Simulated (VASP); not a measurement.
Wanted: the native input for a VASP 6.6.1 run.

* Task: relaxation of cell and atoms
* Functional: PBE
* Potentials or basis: VASP PAW PBE potentials, release 64 (Sn_d, Ge_d, O)
* Cutoff: 520 eV
* k mesh: 3 × 3 × 4
* Occupations: gaussian, width 0.15 eV
* Spin: no spin polarisation
* Further INCAR settings: PREC = Normal; ALGO = Fast; EDIFF = 0.0001; IBRION = 2; EDIFFG = -0.08; NSW = 24; ISIF = 3

The structure of Sn2GeO3 lies in POSCAR:

```
Sn2GeO3
1.0
    5.5675860700      0.0000000000      0.0000000000
   -2.7837930400      4.8216709800      0.0000000000
    0.0000000000      0.0000000000      3.6962492300
Sn Ge O
2 1 3
Direct
    0.6666666700      0.3333333300      0.0000000000
    0.3333333300      0.6666666700      0.0000000000
    0.0000000000      0.0000000000      0.0000000000
    0.0000000000      0.5000000000      0.5000000000
    0.5000000000      0.5000000000      0.5000000000
    0.5000000000      0.0000000000      0.5000000000
```

The cell was built by a generator and needn't be a form met in nature.

These files were run (other wordings do the same):

INCAR

```
PREC = Normal ; ENCUT = 520
EDIFF = 1E-4 ; ISMEAR = 0
SIGMA = 0.15 ; LREAL = False
LASPH = True ; NELM = 60
ALGO = Fast ; ISIF = 3
LWAVE = False ; LCHARG = False
GGA = PE ; IBRION = 2
NSW = 24 ; EDIFFG = -0.08
KPAR = 2
```

KPOINTS

```
regular mesh
0
Gamma
  3 3 4
```

Potentials or basis: VASP PAW PBE potentials, release 64 (Sn_d, Ge_d, O).

Run with:

```bash
$ cat potpaw_PBE.64/Sn_d/POTCAR potpaw_PBE.64/Ge_d/POTCAR potpaw_PBE.64/O/POTCAR > POTCAR
$ mpirun -np 2 vasp_std > vasp.out
```

Results of the run:

| Item | Value |
| --- | --- |
| Relaxed volume | 15.97 Å³/atom |
| Relaxed cell | a = 5.997 Å, b = 5.997 Å, c = 3.078 Å, α = 90.00°, β = 90.00°, γ = 120.00° |
| Space group after relaxing (to 0.05 Å) | P6/mmm (No. 191) |
| Energy gained by relaxing | 314.9 meV/atom |
| Ionic steps | 5 |
| Pressure after relaxing | -0.1 GPa |
| Band gap on the k mesh | none (metal or under the smearing width) |

Caveat: the k mesh is coarse (spacing up to 0.43 Å⁻¹), so the values aren't converged.

Run time: 38 s on 2 MPI ranks on Intel(R) Xeon(R) Platinum 8488C (Sapphire Rapids), with other jobs on the host, peak memory 0.18 GiB a rank.
